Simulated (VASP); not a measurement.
# In2Te2O (R-3m) in VASP: relaxation of cell and atoms with PBE

Aim: the relaxation of cell and atoms of In2Te2O with PBE.

Program: VASP 6.6.1. These are calculated values, not measurements. Logs are shortened: lines on timing, memory, paths and dates and some standing lists are left out, and cuts for length are marked.

### 1 The crystal as given

It takes space group R-3m (No. 166, trigonal). The conventional cell has a = 4.000 Å, b = 4.000 Å, c = 26.600 Å, α = 90.00°, β = 90.00°, γ = 120.00°. Around In (site symmetry 3m) lie 3 O at 2.51 Å and 3 Te at 2.86 Å. Te (site symmetry 3m) has 3 In at 2.86 Å as nearest neighbours. O (site symmetry -3m) has 6 In at 2.51 Å as nearest neighbours.

The cell was built by a generator and needn't be a form met in nature.

### 2 Relaxation of cell and atoms, PBE

File INCAR:

```
PREC     = Normal         # precision mode
ENCUT    = 520            # plane-wave cutoff, eV
EDIFF    = 1E-4           # SCF threshold, eV
ISMEAR   = 0              # smearing method
SIGMA    = 0.15           # smearing width, eV
LREAL    = False          # projectors in reciprocal space
LASPH    = True           # aspherical terms in the spheres
NELM     = 60             # most SCF steps
ALGO     = Fast           # electronic algorithm
ISIF     = 3              # what is computed and relaxed
LWAVE    = False          # write WAVECAR
LCHARG   = False          # write CHGCAR
GGA      = PE             # functional
IBRION   = 2              # ionic algorithm
NSW      = 24             # ionic steps
EDIFFG   = -0.08          # ionic threshold
```

File KPOINTS:

```
regular mesh
0
Gamma
  4 4 4
```

File POSCAR:

```
In2Te2O
1.0
    2.0000000000      1.1547005400      8.8666666700
   -2.0000000000      1.1547005400      8.8666666700
    0.0000000000     -2.3094010800      8.8666666700
In Te O
2 2 1
Direct
    0.3700000000      0.3700000000      0.3700000000
    0.6300000000      0.6300000000      0.6300000000
    0.2330000000      0.2330000000      0.2330000000
    0.7670000000      0.7670000000      0.7670000000
    0.0000000000      0.0000000000      0.0000000000
```

Potentials or basis: VASP PAW PBE potentials, release 64 (In_d, Te, O).

Started as:

```
cat potpaw_PBE.64/In_d/POTCAR potpaw_PBE.64/Te/POTCAR potpaw_PBE.64/O/POTCAR > POTCAR
mpirun -np 1 vasp_std > vasp.out
```

OUTCAR:

```text
PREC = Normal
   ENCUT = 520
   EDIFF = 1E-4
   ISMEAR = 0
   LREAL = False
   LASPH = True
   NELM = 60
   ISIF = 3
   GGA = PE
   IBRION = 2
   NSW = 24
   EDIFFG = -0.08

 ion  position               nearest neighbor table
   1  0.370  0.370  0.370-   5 2.51   5 2.51   5 2.51   4 2.86   4 2.86   4 2.86   2 3.02   2 3.02
                             2 3.02   3 3.64
   2  0.630  0.630  0.630-   5 2.51   5 2.51   5 2.51   3 2.86   3 2.86   3 2.86   1 3.02   1 3.02
                             1 3.02   4 3.64
   3  0.233  0.233  0.233-   2 2.86   2 2.86   2 2.86   1 3.64
   4  0.767  0.767  0.767-   1 2.86   1 2.86   1 2.86   2 3.64
   5  0.000  0.000  0.000-   2 2.51   2 2.51   1 2.51   1 2.51   2 2.51   1 2.51

  LATTYP: Found a trigonal (rhomboedric) cell.
 ALAT       =     9.1624838976
 COS(alpha) =     0.9047064428

  Lattice vectors:

 A1 = (   2.0000000000,   1.1547005400,   8.8666666700)
 A2 = (  -2.0000000000,   1.1547005400,   8.8666666700)
 A3 = (   0.0000000000,  -2.3094010800,   8.8666666700)

Analysis of symmetry for initial positions (statically):
=====================================================================
 Subroutine PRICEL returns:
 Original cell was already a primitive cell.

 Routine SETGRP: Setting up the symmetry group for a
 trigonal (rhombohedral) supercell.

 Subroutine GETGRP returns: Found 12 space group operations
 (whereof 12 operations were pure point group operations)
 out of a pool of 12 trial point group operations.

The static configuration has the point symmetry D_3d.

Analysis of symmetry for dynamics (positions and initial velocities):
=====================================================================
 Subroutine PRICEL returns:
 Original cell was already a primitive cell.

 Routine SETGRP: Setting up the symmetry group for a
 trigonal (rhombohedral) supercell.

 Subroutine GETGRP returns: Found 12 space group operations
 (whereof 12 operations were pure point group operations)
 out of a pool of 12 trial point group operations.

The dynamic configuration has the point symmetry D_3d.

 Subroutine INISYM returns: Found 12 space group operations
 (whereof 12 operations are pure point group operations),
 and found     1 'primitive' translations

----------------------------------------------------------------------------------------

                                     Primitive cell

  volume of cell :     122.8601

  direct lattice vectors                    reciprocal lattice vectors
     2.000000000  1.154700540  8.866666670     0.250000000  0.144337567  0.037593985
    -2.000000000  1.154700540  8.866666670    -0.250000000  0.144337567  0.037593985
     0.000000000 -2.309401080  8.866666670     0.000000000 -0.288675134  0.037593985

  length of vectors
     9.162483898  9.162483898  9.162483898     0.291112763  0.291112763  0.291112763

  position of ions in fractional coordinates (direct lattice)
     0.370000000  0.370000000  0.370000000
     0.630000000  0.630000000  0.630000000
     0.233000000  0.233000000  0.233000000
     0.767000000  0.767000000  0.767000000
     0.000000000  0.000000000  0.000000000

  ion indices of the primitive-cell ions
   primitive index   ion index
                 1           1
                 2           2
                 3           3
                 4           4
                 5           5

----------------------------------------------------------------------------------------

 KPOINTS: regular mesh

Automatic generation of k-mesh.
 Grid dimensions read from file:
 generate k-points for:    4    4    4

 Generating k-lattice:

  Cartesian coordinates                     Fractional coordinates (reciprocal lattice)
     0.062500000  0.036084392  0.009398496     0.250000000 -0.000000000 -0.000000000
    -0.062500000  0.036084392  0.009398496    -0.000000000  0.250000000 -0.000000000
     0.000000000 -0.072168784  0.009398496    -0.000000000 -0.000000000  0.250000000

  Length of vectors
     0.072778191  0.072778191  0.072778191

  Shift w.r.t. Gamma in fractional coordinates (k-lattice)
     0.000000000  0.000000000  0.000000000

 Subroutine IBZKPT returns following result:
 ===========================================

 Found     13 irreducible k-points:

 Following reciprocal coordinates:
            Coordinates               Weight
  0.000000  0.000000  0.000000      1.000000
  0.250000  0.000000  0.000000      6.000000
  0.500000  0.000000  0.000000      3.000000
  0.250000  0.250000  0.000000      6.000000
  0.500000  0.250000 -0.000000     12.000000
 -0.250000  0.250000  0.000000      6.000000
  0.500000  0.500000  0.000000      3.000000
  0.250000  0.250000  0.250000      2.000000
  0.500000  0.250000  0.250000      6.000000
 -0.250000  0.250000  0.250000      6.000000
  0.500000  0.500000  0.250000      6.000000
 -0.250000  0.500000  0.250000      6.000000
  0.500000  0.500000  0.500000      1.000000
   k-points           NKPTS =     13   k-points in BZ     NKDIM =     13   number of bands    NBANDS=     26
   number of dos      NEDOS =    301   number of ions     NIONS =      5
   total plane-waves  NPLWV = 157464
   dimension x,y,z NGX =    54 NGY =   54 NGZ =   54
   dimension x,y,z NGXF=   108 NGYF=  108 NGZF=  108
   ions per type =               2   2   1
   NGX,Y,Z   is equivalent  to a cutoff of   9.80,  9.80,  9.80 a.u.
   NGXF,Y,Z  is equivalent  to a cutoff of  19.60, 19.60, 19.60 a.u.
 SYSTEM =  unknown system
   PREC   = normal    normal or accurate (medium, high low for compatibility)
   ISTART =      0    job   : 0-new  1-cont  2-samecut
   ICHARG =      2    charge: 1-file 2-atom 10-const
   ISPIN  =      1    spin polarized calculation?
   LNONCOLLINEAR =      F non collinear calculations
   LSORBIT =      F    spin-orbit coupling
   LASPH  =      T    aspherical Exc in radial PAW
   ENCUT  =  520.0 eV  38.22 Ry    6.18 a.u.  17.04 17.04 17.04*2*pi/ulx,y,z
   NELM   =     60;   NELMIN=  2; NELMDL= -5     # of ELM steps
   EDIFF  = 0.1E-03   stopping-criterion for ELM
   LREAL  =      F    real-space projection
   EDIFFG = -.8E-01   stopping-criterion for IOM
   NSW    =     24    number of steps for IOM
   IBRION =      2    ionic relax: 0-MD 1-quasi-New 2-CG
   NFREE  =      1    steps in history (QN), initial steepest desc. (CG)
   ISIF   =      3    stress and relaxation
   ISYM   =      2    0-nonsym 1-usesym 2-fastsym
   POTIM  = 0.5000    time-step for ionic-motion
   TEBEG  =    0.0;   TEEND  =   0.0 temperature during run
   PSTRESS=    0.0 pullay stress
   NELECT =      44.0000    total number of electrons
   NUPDOWN=      -1.0000    fix difference up-down
   EMIN   =  10.00;   EMAX   =-10.00  energy-range for DOS
   EFERMI =   0.00;   METHOD = LEGACY
   ISMEAR =     0;   SIGMA  =   0.15  broadening in eV -4-tet -1-fermi 0-gaus
   EFERMI_NEDOS =   21; number of points for ismear=-14 and -15
   IALGO  =     68    algorithm
   IMIX   =      4    mixing-type and parameters
     AMIX     =   0.40;   BMIX     =  1.00
     AMIX_MAG =   1.60;   BMIX_MAG =  1.00
  volume/ion in A,a.u.               =      24.57       165.82
  Fermi-wavevector in a.u.,A,eV,Ry     =   1.162578  2.196954 18.389462  1.351587
  Thomas-Fermi vector in A             =   2.299137
   LORBIT       =      0    0 simple, 1 ext, 2 COOP (PROOUT), +10 PAW based schemes
   GGA     = PE    functional components
   LHFCALC =     F    Hartree Fock is set to
   AEXX    =    0.0000 exact exchange contribution
   IVDW    =     0    specifies the selected vdW correction
   LEPSILON=     F    determine dielectric tensor
   LRPA    =     F    only Hartree local field effects (RPA)
 conjugate gradient relaxation of ions
 non-spin polarized calculation
 RMM-DIIS sequential band-by-band and
 Gauss-broadening in eV      SIGMA  =   0.15
  energy-cutoff  :      520.00
  volume of cell :      122.86
 maximum number of plane-waves:      3350
   NGX = 35   NGY = 35   NGZ = 35

--------------------------------------- Ionic step        1  -------------------------------------------

 number of electron      44.0000003 magnetization

 Free energy of the ion-electron system (eV)
  ---------------------------------------------------
  ext. energy  EPLUGINS =         0.00000000
  ---------------------------------------------------
  free energy    TOTEN  =       -17.13891638 eV

  energy without entropy =      -17.11693821  energy(sigma->0) =      -17.12792730

------------------------ aborting loop because EDIFF is reached ----------------------------------------

  FORCE on cell =-STRESS in cart. coord.  units (eV):
  Direction    XX          YY          ZZ          XY          YZ          ZX
  --------------------------------------------------------------------------------------
  -------------------------------------------------------------------------------------
  Total        3.5274204      3.5274204      5.5437141      0.0000000     -0.0000000      0.0000000
  in kB       45.9998914     45.9998915     72.2936929      0.0000000     -0.0000000      0.0000000
  external PRESSURE =      54.7644919 kB  Pullay stress =       0.0000000 kB

 VOLUME and BASIS-vectors are now :
 -----------------------------------------------------------------------------
  energy-cutoff  :      520.00
  volume of cell :      122.86
      direct lattice vectors                 reciprocal lattice vectors
     2.000000000  1.154700540  8.866666670     0.250000000  0.144337567  0.037593985
    -2.000000000  1.154700540  8.866666670    -0.250000000  0.144337567  0.037593985
     0.000000000 -2.309401080  8.866666670     0.000000000 -0.288675134  0.037593985
[... 274 lines left out ...]
 POSITION                                       TOTAL-FORCE (eV/Angst)
 -----------------------------------------------------------------------------------
      0.00000      0.00000     11.22719        -0.000000     -0.000000     -0.297423
      0.00000      0.00000     18.51126         0.000000      0.000000      0.297423
      0.00000      0.00000      6.89237        -0.000000      0.000000     -0.375856
      0.00000      0.00000     22.84608         0.000000     -0.000000      0.375856
      0.00000      0.00000      0.00000         0.000000     -0.000000      0.000000
 -----------------------------------------------------------------------------------
    total drift:                               -0.000000      0.000000     -0.000000

  FREE ENERGIE OF THE ION-ELECTRON SYSTEM (eV)
  ---------------------------------------------------
  free  energy   TOTEN  =       -17.7652978298 eV

  energy  without entropy=      -17.7618176981  energy(sigma->0) =      -17.76355776

--------------------------------------- Ionic step        9  -------------------------------------------

 number of electron      43.9999969 magnetization

 Free energy of the ion-electron system (eV)
  ---------------------------------------------------
  ext. energy  EPLUGINS =         0.00000000
  ---------------------------------------------------
  free energy    TOTEN  =       -17.79686492 eV

  energy without entropy =      -17.78411735  energy(sigma->0) =      -17.79049113

 E-fermi :   5.5499     XC(G=0):  -9.3298

 val. band max:        5.3970839487   @ k =   0.5000   0.2500   0.2500
 cond. band min:       5.6744945803   @ k =   0.2500   0.0000   0.0000
 fundamental gap:      0.2774106316
 Fermi energy:         5.5498761171

 k-point     1 :       0.0000    0.0000    0.0000
  band No.  band energies     occupation
      1     -12.2328      2.00000
      2      -9.1618      2.00000
      3      -9.1532      2.00000
      4      -9.1532      2.00000
      5      -9.1429      2.00000
      6      -9.1429      2.00000
[... 18 lines left out ...]
     25       9.0765      0.00000
     26      10.2412      0.00000
[... 368 lines left out ...]
 POSITION                                       TOTAL-FORCE (eV/Angst)
 -----------------------------------------------------------------------------------
      0.00000      0.00000     11.38965         0.000000      0.000000      0.050109
      0.00000      0.00000     18.83754        -0.000000      0.000000     -0.050109
      0.00000      0.00000      6.98254        -0.000000      0.000000     -0.072863
      0.00000      0.00000     23.24464         0.000000     -0.000000      0.072863
      0.00000     -0.00000      0.00000        -0.000000     -0.000000      0.000000
 -----------------------------------------------------------------------------------
    total drift:                                0.000000      0.000000      0.000000

  FREE ENERGIE OF THE ION-ELECTRON SYSTEM (eV)
  ---------------------------------------------------
  free  energy   TOTEN  =       -17.7968649207 eV

  energy  without entropy=      -17.7841173475  energy(sigma->0) =      -17.79049113

 reached required accuracy - stopping structural energy minimisation
```

Run time: 5.8 min. Hardware: 1 thread of Intel Xeon 6975P-C (Granite Rapids), shared host; peak memory 0.42 GiB.

Results:

- Free energy: -17.7969 eV
- Relaxed volume: 26.68 Å³/atom
- Relaxed cell: a = 10.325 Å, b = 10.325 Å, c = 10.325 Å, α = 21.83°, β = 21.83°, γ = 21.83°
- Space group after relaxing (to 0.05 Å): R-3m (No. 166)
- Energy gained by relaxing: 131.6 meV/atom
- Ionic steps: 9
- Pressure after relaxing: 0.0 GPa
- Largest force after relaxing: 0.073 eV/Å
- Band gap on the k mesh: none (metal or under the smearing width)

Forces on the atoms (eV/Å):
```
In   0.000  0.000  0.050
In   0.000  0.000 -0.050
Te   0.000  0.000 -0.073
Te   0.000  0.000  0.073
O    0.000  0.000  0.000
```

The path:
| step | energy change (eV) | largest force (eV/Å) | pressure (GPa) | volume (Å³) |
| --- | --- | --- | --- | --- |
| 1 | 0.0000 | 1.2426 | 5.48 | 122.86 |
| 2 | -0.2827 | 0.9430 | -0.67 | 138.39 |
| 3 | -0.2686 | 0.8698 | -2.83 | 140.23 |
| 4 | -0.2788 | 0.9651 | -2.36 | 138.94 |
| 5 | -0.4708 | 0.4113 | -2.28 | 139.95 |
| 6 | -0.5591 | 0.1901 | -1.95 | 140.79 |
| 7 | -0.6255 | 0.4286 | 1.35 | 132.47 |
| 8 | -0.6264 | 0.3759 | 0.70 | 133.64 |
| 9 | -0.6579 | 0.0729 | 0.05 | 133.39 |

Final structure:
```xyz
5
Lattice="1.9549 1.1287 10.0757 -1.9549 1.1287 10.0757 0.0000 -2.2573 10.0757" Properties=species:S:1:pos:R:3 pbc="T T T"
In    0.0000    0.0000   11.3896
In    0.0000    0.0000   18.8375
Te    0.0000    0.0000    6.9825
Te    0.0000    0.0000   23.2446
O     0.0000    0.0000    0.0000
```

Caveat: the k mesh is coarse (spacing up to 0.46 Å⁻¹), so the values aren't converged; the relaxation stopped at a loose force limit of 0.08 eV/Å, so its end isn't a converged minimum.
